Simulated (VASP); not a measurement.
VASP input:

**INCAR**
```
ALGO = Normal
EDIFF = 1E-6
ENCUT = 400
GGA = PE
ISIF = 2
ISMEAR = 0
ISPIN = 2
LASPH = .True.
LCHARG = .False.
LMAXMIX = 4
LORBIT = 11
LREAL = .False.
LWAVE = .False.
MAGMOM = 4*3.0 4*0.0
NELM = 100
PREC = Accurate
SIGMA = 0.1
SYSTEM = CoO
```

File KPOINTS:
```
kpoints
0
G
7 7 1
```

File POSCAR:
```
CoO
1
    2.9713420000     0.0000000000     0.0000000000
   -2.9713420000     2.9713420000     0.0000000000
    0.0000000000     0.0000000000    18.1620000000
Co O
4 4
Direct
  1.0000000000   0.5000000000   0.4434530000
  0.0000000000   0.0000000000   0.3303600000
  1.0000000000   0.5000000000   0.6696400000
  0.0000000000   0.0000000000   0.5565470000
  0.0000000000   0.0000000000   0.4434530000
  1.0000000000   0.5000000000   0.3303600000
  0.0000000000   0.0000000000   0.6696400000
  1.0000000000   0.5000000000   0.5565470000
```

POTCAR, in this order: Co O (PBE.64 set). Program: vasp_std.

Question: Translate this PBE calculation to Quantum ESPRESSO's pw.x.

Answer: One equivalent input (not run):
```
&CONTROL
  calculation = 'scf'
  pseudo_dir = './pseudo'
  outdir = './out'
  tprnfor = .true.
  tstress = .true.
/
&SYSTEM
  ibrav = 0
  nat = 8
  ntyp = 2
  ecutwfc = 96
  occupations = 'smearing'
  smearing = 'gaussian'
  degauss = 0.00735
  input_dft = 'pbe'
  nspin = 2
  starting_magnetization(1) = 0.3
/
&ELECTRONS
  conv_thr = 7.3e-08
  electron_maxstep = 100
/
ATOMIC_SPECIES
  Co 58.933 Co.upf
  O 15.999 O.upf
CELL_PARAMETERS angstrom
     2.9713420    0.0000000    0.0000000
    -2.9713420    2.9713420    0.0000000
     0.0000000    0.0000000   18.1620000
ATOMIC_POSITIONS crystal
  Co   1.0000000  0.5000000  0.4434530
  Co   0.0000000  0.0000000  0.3303600
  Co   1.0000000  0.5000000  0.6696400
  Co   0.0000000  0.0000000  0.5565470
  O    0.0000000  0.0000000  0.4434530
  O    1.0000000  0.5000000  0.3303600
  O    0.0000000  0.0000000  0.6696400
  O    1.0000000  0.5000000  0.5565470
K_POINTS automatic
  7 7 1 0 0 0
```
Limits of the translation: the potentials are each code's own (VASP's PAW set, PseudoDojo norm-conserving files in pw.x), so ENCUT and ecutwfc are chosen apart and not converted; conv_thr bounds pw.x's estimated SCF error, while EDIFF bounds the energy change between steps; starting_magnetization is a fraction of the valence charge and MAGMOM a moment in μB, so they match only roughly.

The cell is a sheet with vacuum, built from a generated structure.
